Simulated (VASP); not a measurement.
Here is the system:

```yaml
crystal:
  lattice:
    - [3.92621, 0.00000, 0.00000]
    - [0.00000, 3.92621, 0.00000]
    - [0.00000, 0.00000, 3.92621]
  atoms:
    - { symbol: Sr, position: [0.00000, 0.00000, 0.00000] }
    - { symbol: V, position: [0.50000, 0.50000, 0.50000] }
    - { symbol: O, position: [0.50000, 0.00000, 0.50000] }
    - { symbol: O, position: [0.00000, 0.50000, 0.50000] }
    - { symbol: O, position: [0.50000, 0.50000, 0.00000] }
```

Method: vdW-DF2, VASP's PBE PAW potentials (set 64) (plane waves; VASP 6.6.1). Run with 520 eV cut-off, 8×8×8 Γ-centred mesh, first-order Methfessel-Paxton smearing of 0.10 eV, potentials Sr_sv V_sv O.

Q: Give the energy at these volumes per atom, relative to the lowest: 11.36, 11.72, 12.08, 12.45, 12.81 Å³.

A: 27.2, 6.8, 0.0, 4.8, 19.4 meV/atom. A third-order Birch-Murnaghan fit gives B0 = 169 GPa and B0′ = 4.5.

Measured: a 3.842 Å (computed value off by +2.2 %), as given by Samuel D. Marks et al., Physical Review Materials (2021), arXiv:2103.05797. The calculation is for a static lattice, while the measured a holds thermal and zero-point effects, which are part of the difference.

The compound is SrVO3 in the cubic perovskite structure. It was relaxed first, which changed the volume by +7 %. The run is not spin-polarised, so no magnetic state was tried.
